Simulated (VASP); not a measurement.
# SnPt3 (Pm-3m) in VASP: single point with LDA

Aim: the single point of SnPt3 with LDA.

All numbers are computed with VASP 6.6.1; they aren't measurements. Logs are shortened: lines on timing, memory, paths and dates and some standing lists are left out, and cuts for length are marked.

## 1. The crystal as given

Symmetry: Pm-3m, No. 221, cubic system. Conventional cell: a = 4.029 Å, b = 4.029 Å, c = 4.029 Å, α = 90.00°, β = 90.00°, γ = 90.00°. Around Sn (site symmetry m-3m) lie 12 Pt at 2.85 Å. Around Pt (site symmetry 4/mmm) lie 4 Sn at 2.85 Å and 8 Pt at 2.85 Å.

The cell comes from a database or a generator and needn't be the stable form of this composition.

## 2. Single point, LDA

The input, INCAR:

```
PREC     = Accurate       # precision mode
ENCUT    = 520            # plane-wave cutoff, eV
EDIFF    = 1E-6           # SCF threshold, eV
ISMEAR   = -1             # smearing method
SIGMA    = 0.08           # smearing width, eV
LREAL    = F              # projectors in reciprocal space
LASPH    = T              # aspherical terms in the spheres
NELM     = 100            # most SCF steps
ALGO     = Normal         # electronic algorithm
ISIF     = 2              # what is computed and relaxed
LWAVE    = F              # write WAVECAR
LCHARG   = T              # write CHGCAR
GGA      = CA             # functional
LELF     = T              # ELF
LVHAR    = T            
NBANDS   = 30             # bands
```

The input, KPOINTS:

```
Automatic mesh
0
Gamma
  10 10 10
```

The input, POSCAR:

```
SnPt3
1.0
    4.0292787600      0.0000000000      0.0000000000
    0.0000000000      4.0292787600      0.0000000000
    0.0000000000      0.0000000000      4.0292787600
Sn Pt
1 3
Direct
    0.0000000000      0.0000000000      0.0000000000
    0.5000000000      0.5000000000      0.0000000000
    0.5000000000      0.0000000000      0.5000000000
    0.0000000000      0.5000000000      0.5000000000
```

Potentials or basis: VASP PAW LDA potentials, release 64 (Sn_d, Pt).

On the command line:

```console
$ cat potpaw_LDA.64/Sn_d/POTCAR potpaw_LDA.64/Pt/POTCAR > POTCAR
$ mpirun -np 1 vasp_std > vasp.out
```

OUTCAR:

```text
PREC = Accurate
   ENCUT = 520
   EDIFF = 1E-6
   ISMEAR = -1
   LREAL = F
   LASPH = T
   NELM = 100
   ISIF = 2
   GGA = CA

 ion  position               nearest neighbor table
   1  0.000  0.000  0.000-   2 2.85   3 2.85   4 2.85   3 2.85   4 2.85   2 2.85   4 2.85   4 2.85
                             2 2.85   3 2.85   3 2.85   2 2.85
   2  0.500  0.500  0.000-   1 2.85   3 2.85   4 2.85   3 2.85   4 2.85   1 2.85   3 2.85   3 2.85
                             1 2.85   4 2.85   4 2.85   1 2.85
   3  0.500  0.000  0.500-   1 2.85   2 2.85   4 2.85   1 2.85   2 2.85   2 2.85   4 2.85   2 2.85
                             1 2.85   4 2.85   1 2.85   4 2.85
   4  0.000  0.500  0.500-   1 2.85   2 2.85   3 2.85   1 2.85   2 2.85   1 2.85   3 2.85   1 2.85
                             2 2.85   3 2.85   2 2.85   3 2.85

  LATTYP: Found a simple cubic cell.
 ALAT       =     4.0292787600

  Lattice vectors:

 A1 = (   4.0292787600,   0.0000000000,   0.0000000000)
 A2 = (   0.0000000000,   4.0292787600,   0.0000000000)
 A3 = (   0.0000000000,   0.0000000000,   4.0292787600)

Analysis of symmetry for initial positions (statically):
=====================================================================
 Subroutine PRICEL returns:
 Original cell was already a primitive cell.

 Routine SETGRP: Setting up the symmetry group for a
 simple cubic supercell.

 Subroutine GETGRP returns: Found 48 space group operations
 (whereof 48 operations were pure point group operations)
 out of a pool of 48 trial point group operations.

The static configuration has the point symmetry O_h .

Analysis of symmetry for dynamics (positions and initial velocities):
=====================================================================
 Subroutine PRICEL returns:
 Original cell was already a primitive cell.

 Routine SETGRP: Setting up the symmetry group for a
 simple cubic supercell.

 Subroutine GETGRP returns: Found 48 space group operations
 (whereof 48 operations were pure point group operations)
 out of a pool of 48 trial point group operations.

The dynamic configuration has the point symmetry O_h .

 Subroutine INISYM returns: Found 48 space group operations
 (whereof 48 operations are pure point group operations),
 and found     1 'primitive' translations

----------------------------------------------------------------------------------------

                                     Primitive cell

  volume of cell :      65.4157

  direct lattice vectors                    reciprocal lattice vectors
     4.029278760  0.000000000  0.000000000     0.248183375  0.000000000  0.000000000
     0.000000000  4.029278760  0.000000000     0.000000000  0.248183375  0.000000000
     0.000000000  0.000000000  4.029278760     0.000000000  0.000000000  0.248183375

  length of vectors
     4.029278760  4.029278760  4.029278760     0.248183375  0.248183375  0.248183375

  position of ions in fractional coordinates (direct lattice)
     0.000000000  0.000000000  0.000000000
     0.500000000  0.500000000  0.000000000
     0.500000000  0.000000000  0.500000000
     0.000000000  0.500000000  0.500000000

  ion indices of the primitive-cell ions
   primitive index   ion index
                 1           1
                 2           2
                 3           3
                 4           4

----------------------------------------------------------------------------------------

 KPOINTS: Automatic mesh

Automatic generation of k-mesh.
 Grid dimensions read from file:
 generate k-points for:   10   10   10

 Generating k-lattice:

  Cartesian coordinates                     Fractional coordinates (reciprocal lattice)
     0.024818337  0.000000000  0.000000000     0.100000000  0.000000000  0.000000000
     0.000000000  0.024818337  0.000000000     0.000000000  0.100000000  0.000000000
     0.000000000  0.000000000  0.024818337     0.000000000  0.000000000  0.100000000

  Length of vectors
     0.024818337  0.024818337  0.024818337

  Shift w.r.t. Gamma in fractional coordinates (k-lattice)
     0.000000000  0.000000000  0.000000000

 Subroutine IBZKPT returns following result:
 ===========================================

 Found     56 irreducible k-points:

 Following reciprocal coordinates:
            Coordinates               Weight
  0.000000  0.000000  0.000000      1.000000
  0.100000  0.000000  0.000000      6.000000
  0.200000  0.000000  0.000000      6.000000
  0.300000  0.000000  0.000000      6.000000
  0.400000  0.000000  0.000000      6.000000
  0.500000  0.000000  0.000000      3.000000
[... 16 lines left out ...]
  0.200000  0.100000  0.100000     24.000000
  0.300000  0.100000  0.100000     24.000000
 [... further k-points ...]
   k-points           NKPTS =     56   k-points in BZ     NKDIM =     56   number of bands    NBANDS=     30
   number of dos      NEDOS =    301   number of ions     NIONS =      4
   total plane-waves  NPLWV =  27000
   dimension x,y,z NGX =    30 NGY =   30 NGZ =   30
   dimension x,y,z NGXF=    60 NGYF=   60 NGZF=   60
   ions per type =               1   3
   NGX,Y,Z   is equivalent  to a cutoff of  12.38, 12.38, 12.38 a.u.
   NGXF,Y,Z  is equivalent  to a cutoff of  24.76, 24.76, 24.76 a.u.
 SYSTEM =  unknown system
   PREC   = accura    normal or accurate (medium, high low for compatibility)
   ISTART =      0    job   : 0-new  1-cont  2-samecut
   ICHARG =      2    charge: 1-file 2-atom 10-const
   ISPIN  =      1    spin polarized calculation?
   LNONCOLLINEAR =      F non collinear calculations
   LSORBIT =      F    spin-orbit coupling
   LASPH  =      T    aspherical Exc in radial PAW
   ENCUT  =  520.0 eV  38.22 Ry    6.18 a.u.   7.49  7.49  7.49*2*pi/ulx,y,z
   NELM   =    100;   NELMIN=  2; NELMDL= -5     # of ELM steps
   EDIFF  = 0.1E-05   stopping-criterion for ELM
   LREAL  =      F    real-space projection
   EDIFFG = 0.1E-04   stopping-criterion for IOM
   NSW    =      0    number of steps for IOM
   IBRION =     -1    ionic relax: 0-MD 1-quasi-New 2-CG
   NFREE  =      0    steps in history (QN), initial steepest desc. (CG)
   ISIF   =      2    stress and relaxation
   ISYM   =      2    0-nonsym 1-usesym 2-fastsym
   POTIM  = 0.5000    time-step for ionic-motion
   TEBEG  =    0.0;   TEEND  =   0.0 temperature during run
   PSTRESS=    0.0 pullay stress
   NELECT =      44.0000    total number of electrons
   NUPDOWN=      -1.0000    fix difference up-down
   EMIN   =  10.00;   EMAX   =-10.00  energy-range for DOS
   EFERMI =   0.00;   METHOD = LEGACY
   ISMEAR =    -1;   SIGMA  =   0.08  broadening in eV -4-tet -1-fermi 0-gaus
   EFERMI_NEDOS =   21; number of points for ismear=-14 and -15
   IALGO  =     38    algorithm
   IMIX   =      4    mixing-type and parameters
     AMIX     =   0.40;   BMIX     =  1.00
     AMIX_MAG =   1.60;   BMIX_MAG =  1.00
  volume/ion in A,a.u.               =      16.35       110.36
  Fermi-wavevector in a.u.,A,eV,Ry     =   1.434383  2.710590 27.993362  2.057454
  Thomas-Fermi vector in A             =   2.553797
   LORBIT       =      0    0 simple, 1 ext, 2 COOP (PROOUT), +10 PAW based schemes
   GGA     = CA    functional components
   LHFCALC =     F    Hartree Fock is set to
   AEXX    =    0.0000 exact exchange contribution
   IVDW    =     0    specifies the selected vdW correction
   LEPSILON=     F    determine dielectric tensor
   LRPA    =     F    only Hartree local field effects (RPA)
 non-spin polarized calculation
  energy-cutoff  :      520.00
  volume of cell :       65.42
 maximum number of plane-waves:      1791
 NGX is ok and might be reduce to    30
   NGX = 15   NGY = 15   NGZ = 15

 number of electron      44.0000015 magnetization

 Free energy of the ion-electron system (eV)
  ---------------------------------------------------
  ext. energy  EPLUGINS =         0.00000000
  ---------------------------------------------------
  free energy    TOTEN  =       -28.54634336 eV

  energy without entropy =      -28.52181579  energy(sigma->0) =      -28.53407957

 E-fermi :  11.4247     XC(G=0): -13.2048

 val. band max:       11.3896414157   @ k =   0.1000   0.1000   0.0000
 cond. band min:      11.5209792331   @ k =   0.0000   0.0000   0.0000
 fundamental gap:      0.1313378174
 Fermi energy:        11.4246899565

 k-point     1 :       0.0000    0.0000    0.0000
  band No.  band energies     occupation
      1     -10.4346      2.00000
      2     -10.4346      2.00000
      3     -10.4209      2.00000
      4     -10.4209      2.00000
      5     -10.4209      2.00000
      6      -0.4228      2.00000
[... 22 lines left out ...]
     29      19.0611      0.00000
     30      19.0611      0.00000

 k-point     2 :       0.1000    0.0000    0.0000
  band No.  band energies     occupation
      1     -10.4333      2.00000
      2     -10.4308      2.00000
      3     -10.4206      2.00000
      4     -10.4196      2.00000
      5     -10.4196      2.00000
      6      -0.3127      2.00000
[... 22 lines left out ...]
     29      19.1417      0.00000
     30      19.6621      0.00000

 k-point     3 :       0.2000    0.0000    0.0000
  band No.  band energies     occupation
      1     -10.4297      2.00000
      2     -10.4206      2.00000
      3     -10.4200      2.00000
      4     -10.4164      2.00000
      5     -10.4164      2.00000
      6       0.0118      2.00000
[... 22 lines left out ...]
     29      19.0357      0.00000
     30      20.0337      0.00000

 k-point     4 :       0.3000    0.0000    0.0000
  band No.  band energies     occupation
      1     -10.4253      2.00000
      2     -10.4192      2.00000
      3     -10.4123      2.00000
      4     -10.4123      2.00000
      5     -10.4081      2.00000
      6       0.5280      2.00000
[... 616 lines left out ...]
     29      20.0000      0.00000
     30      20.0000      0.00000

 k-point    23 :       0.2000    0.1000    0.1000
  band No.  band energies     occupation
      1     -10.4255      2.00000
      2     -10.4203      2.00000
      3     -10.4168      2.00000
      4     -10.4149      2.00000
      5     -10.4141      2.00000
      6       0.2192      2.00000
[... 22 lines left out ...]
     29      19.2170      0.00000
     30      20.4323      0.00000

 k-point    24 :       0.3000    0.1000    0.1000
  band No.  band energies     occupation
      1     -10.4219      2.00000
      2     -10.4178      2.00000
      3     -10.4137      2.00000
      4     -10.4119      2.00000
      5     -10.4042      2.00000
      6       0.7186      2.00000
[... 22 lines left out ...]
     29      19.3113      0.00000
     30      20.6611      0.00000

 [... further k-points ...]

------------------------ aborting loop because EDIFF is reached ----------------------------------------

  FORCE on cell =-STRESS in cart. coord.  units (eV):
  Direction    XX          YY          ZZ          XY          YZ          ZX
  --------------------------------------------------------------------------------------
  -------------------------------------------------------------------------------------
  Total       -3.0874524     -3.0874524     -3.0874524     -0.0000000      0.0000000     -0.0000000
  in kB      -75.6186485    -75.6186485    -75.6186485     -0.0000000      0.0000000     -0.0000000
  external PRESSURE =     -75.6186485 kB  Pullay stress =       0.0000000 kB

 VOLUME and BASIS-vectors are now :
 -----------------------------------------------------------------------------
  energy-cutoff  :      520.00
  volume of cell :       65.42
      direct lattice vectors                 reciprocal lattice vectors
     4.029278760  0.000000000  0.000000000     0.248183375  0.000000000  0.000000000
     0.000000000  4.029278760  0.000000000     0.000000000  0.248183375  0.000000000
     0.000000000  0.000000000  4.029278760     0.000000000  0.000000000  0.248183375

 POSITION                                       TOTAL-FORCE (eV/Angst)
 -----------------------------------------------------------------------------------
      0.00000      0.00000      0.00000         0.000000      0.000000      0.000000
      2.01464      2.01464      0.00000         0.000000      0.000000      0.000000
      2.01464      0.00000      2.01464         0.000000      0.000000      0.000000
      0.00000      2.01464      2.01464         0.000000      0.000000      0.000000
 -----------------------------------------------------------------------------------
    total drift:                                0.000000      0.000000     -0.000000

  FREE ENERGIE OF THE ION-ELECTRON SYSTEM (eV)
  ---------------------------------------------------
  free  energy   TOTEN  =       -28.5463433611 eV

  energy  without entropy=      -28.5218157855  energy(sigma->0) =      -28.53407957
```

Run time: 1.7 min. Hardware: 1 thread of Intel Xeon Platinum 8488C (Sapphire Rapids), shared host; peak memory 0.21 GiB.

What came out:

* Free energy: -28.5463 eV
* Pressure: -7.6 GPa
* Band gap on the k mesh: none (metal or under the smearing width)
